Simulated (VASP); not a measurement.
Given:

```xyz
1
Lattice="-1.6065 1.6065 1.6065 1.6065 -1.6065 1.6065 1.6065 1.6065 -1.6065" Properties=species:S:1:pos:R:3 pbc="T T T"
Mo     0.0000     0.0000     0.0000
```

Computed with PBE GGA, VASP's PBE PAW potentials (set 64) (plane waves; VASP). Settings: 400 eV cut-off, 14×14×14 Γ-centred mesh, Gaussian smearing of 0.050 eV, potentials Mo_sv.

**Question.** What does the run give for the energy per atom (σ→0), pressure, band gap (on the k-mesh) with the smallest direct gap where there is one?

**Answer.** 
* **band gap (on the k-mesh)**: none (metal, semimetal or under 0.01 eV)
* **energy per atom (σ→0)**: -1051.2 kJ/mol of atoms
* **pressure**: -11.50 GPa

The absolute energy has meaning only against runs of the same code, potentials and settings.

The compound is Mo in the bcc structure. The cell was not relaxed at this level. The run is one of a series of settings (ISMEAR = 0, SIGMA = 0.05 against the base run), some of them coarse on purpose.
